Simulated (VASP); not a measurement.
```
CELL_PARAMETERS angstrom
      1.62500    -2.81458     0.00000
      1.62500     2.81458     0.00000
      0.00000     0.00000     5.21000
ATOMIC_POSITIONS crystal
  Zn 0.66667 0.33333 0.50000
  Zn 0.33333 0.66667 0.00000
  O  0.66667 0.33333 0.88200
  O  0.33333 0.66667 0.38200
```

The base run (VASP): PBE GGA, plane waves, VASP's PBE PAW potentials (set 64). Run with 520 eV cut-off, 8×8×5 Γ-centred mesh, Gaussian smearing of 0.050 eV, potentials Zn O.

One setting is varied; ΔE counts from the most expensive setting. The base run took about 10 core-seconds. Times come from single runs on busy shared machines, so they are rough: good to a factor of about 2.

Pressures at a finite cut-off, here 520 eV, hold a Pulay part, which this task's highest cut-off puts under 0.2 GPa.

| setting | cost over the base run | electronic steps | ΔE (meV/atom) | pressure (GPa) |
|---|---|---|---|---|
| KPOINTS 2×2×1 Γ-centred mesh | about 1/4 | 15 | 143.1 | 4.71 |
| KPOINTS 1×1×1 Γ-centred mesh | about 1/4 | 20 | 2657.9 | 36.41 |
| KPOINTS 3×3×2 Γ-centred mesh | about 1/3 | 15 | 31.0 | 6.02 |
| base run | reference | 15 | 0.1 | 5.81 |
| KPOINTS 11×11×7 Γ-centred mesh | within a factor of 2 | 15 | 0.0 | 5.82 |
| KPOINTS 12×12×8 Γ-centred mesh | about 2 times | 15 | 0.0 | 5.82 |
| KPOINTS 14×14×9 Γ-centred mesh | about 3 times | 15 | 0.0 | 5.82 |

Left out are runs that failed, have no time on record or changed the cell.

The compound is ZnO in the wurtzite structure. The cell was not relaxed at this level.
